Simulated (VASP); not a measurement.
Here is the system:

```
CELL_PARAMETERS angstrom
      0.00000     1.98268     1.98268
      1.98268     0.00000     1.98268
      1.98268     1.98268     0.00000
ATOMIC_POSITIONS crystal
  Au 0.00000 0.00000 0.00000
```

Computed with PBE GGA, VASP's PBE PAW potentials (set 64) (plane waves; VASP). Numerical set-up: 500 eV cut-off, 16×16×16 Γ-centred mesh, first-order Methfessel-Paxton smearing of 0.10 eV, potentials Au.

Energy and stress use the plane-wave basis of the starting cell.

**Question.** The ions, cell shape and volume at an external pressure of 45.0 GPa are relaxed. What does this cell relax into?

**Answer.** 
```
CELL_PARAMETERS angstrom
      0.00000     1.95308     1.95308
      1.95308     0.00000     1.95308
      1.95308     1.95308     0.00000
ATOMIC_POSITIONS crystal
  Au 0.00000 0.00000 0.00000
```
Space group Fm-3m (225), at a tolerance of 0.03 Å.

**Question.** How do energy and volume change from the first to the last step?

**Answer.** The energy (σ→0) changes by +159.5 meV/atom and the volume by -4.4 %, in 5 ionic steps.

| step | E(σ→0) (eV) | max force (eV/Å) | pressure (GPa) | volume (Å³) |
|---|---|---|---|---|
| 1 | -3.0314 | 0.000 | 29.95 | 15.59 |
| 2 | -1.5831 | 0.000 | 142.75 | 12.51 |
| 3 | -2.8865 | 0.000 | 43.73 | 14.95 |
| 4 | -2.8756 | 0.000 | 44.71 | 14.91 |
| 5 | -2.8719 | 0.000 | 45.03 | 14.90 |

The compound is Au in the fcc structure. This run relaxes it under an external pressure of 45 GPa. Symmetry was kept, so distortions that lower it aren't found.
